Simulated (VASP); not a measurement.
A run of VASP 6.6.1:

INCAR

```
PREC     = Accurate       # precision mode
ENCUT    = 600            # plane-wave cutoff, eV
EDIFF    = 1E-6           # SCF threshold, eV
ISMEAR   = -1             # smearing method
SIGMA    = 0.05           # smearing width, eV
LREAL    = False          # projectors in reciprocal space
LASPH    = True           # aspherical terms in the spheres
NELM     = 100            # most SCF steps
ALGO     = Fast           # electronic algorithm
ISIF     = 3              # what is computed and relaxed
LWAVE    = False          # write WAVECAR
LCHARG   = False          # write CHGCAR
GGA      = PS             # functional
IVDW     = 12             # dispersion correction
IBRION   = 2              # ionic algorithm
NSW      = 40             # ionic steps
EDIFFG   = -0.02          # ionic threshold
```

File KPOINTS:

```
Automatic mesh
0
Gamma
  10 10 8
```

Contents of POSCAR:

```
GaB
1.0
    2.7182400000      0.0000000000      0.0000000000
    0.0000000000      2.7182400000      0.0000000000
    0.0000000000      0.0000000000      3.2362100000
Ga B
1 1
Direct
    0.5000000000      0.5000000000      0.5000000000
    0.0000000000      0.0000000000      0.0000000000
```

Potentials or basis: VASP PAW PBE potentials, release 64 (Ga_d, B).

The run is started by

```sh
$ cat potpaw_PBE.64/Ga_d/POTCAR potpaw_PBE.64/B/POTCAR > POTCAR
$ mpirun -np 1 vasp_std > vasp.out
```

Hardware: 1 thread of AMD EPYC 7R43 64-Core Processor (Zen 3) (shared host).

Task: How long does it take, and how much memory?

Result: It took 2.4 min on 1 thread of AMD EPYC 7R43 64-Core Processor (Zen 3), with other jobs on the host, peak memory 0.15 GiB. Counts: scf iterations 56, k points 105, ion steps 8.
